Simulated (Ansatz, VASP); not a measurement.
## One calculation of GaGe3, two programs

INCAR

```
SYSTEM = GaGe3
ALGO = Normal ; EDIFF = 1E-7
ENCUT = 520 ; GGA = PS
ISIF = 2 ; ISMEAR = 1
LASPH = .TRUE. ; LCHARG = .FALSE.
LREAL = .FALSE. ; LWAVE = .FALSE.
NBANDS = 36 ; NELM = 80
PREC = Accurate ; SIGMA = 0.1
```

The input KPOINTS:

```
k-points
0
G
  5 5 5
  0 0 0
```

File POSCAR:

```
GaGe3
1.0
    4.2784700000      0.0000000000      0.0000000000
    0.0000000000      4.2784700000      0.0000000000
    0.0000000000      0.0000000000      4.2784700000
Ga Ge
1 3
Direct
    0.0000000000      0.0000000000      0.0000000000
    0.0000000000      0.5000000000      0.5400000000
    0.5000000000      0.0000000000      0.5000000000
    0.5000000000      0.5000000000      0.0000000000
```

Input for Ansatz:

```yaml
crystal:
  lattice:
    - [4.27847, 0.0, 0.0]
    - [0.0, 4.27847, 0.0]
    - [0.0, 0.0, 4.27847]
  atoms:
    - { symbol: Ga, position: [0.0, 0.0, 0.0] }
    - { symbol: Ge, position: [0.0, 0.5, 0.54] }
    - { symbol: Ge, position: [0.5, 0.0, 0.5] }
    - { symbol: Ge, position: [0.5, 0.5, 0.0] }
kpoints:
  mp_grid:
    grid: [5, 5, 5]
    shift: [0.0, 0.0, 0.0]
hamiltonian:
  xc: pbesol
  pseudopotentials:
    kind: paw
scf:
  convergence:
    dr2_threshold: 1.0e-07
  occupations:
    method: cold
output:
  forces: true
```

The cell comes from a database or a generator and needn't be the stable form of this composition.

Alike in both runs: task single point; functional PBEsol; k mesh 5 × 5 × 5; no spin polarisation.

|  | VASP | Ansatz |
| --- | --- | --- |
| version | VASP 6.6.1 | Ansatz 0.2.0 |
| potentials or method | VASP PAW PBE potentials, release 64 (Ga_d, Ge_d) | plane waves, PAW |
| plane-wave cutoff (eV) | 520 | 420 |
| occupations | methfessel-paxton of order 1, width 0.1 eV | cold |
| valence electrons in the cell | 55 | 55 |

|  | VASP | Ansatz | Ansatz less VASP |
| --- | --- | --- | --- |
| rms of the force components (eV/Å) | 0.121 | 0.110 | -0.0108 |

Atom by atom the forces differ by 0.012 eV/Å (rms over components).

Caveats: the PAW data sets were made with another functional, which shifts forces and pressure a little (VASP).
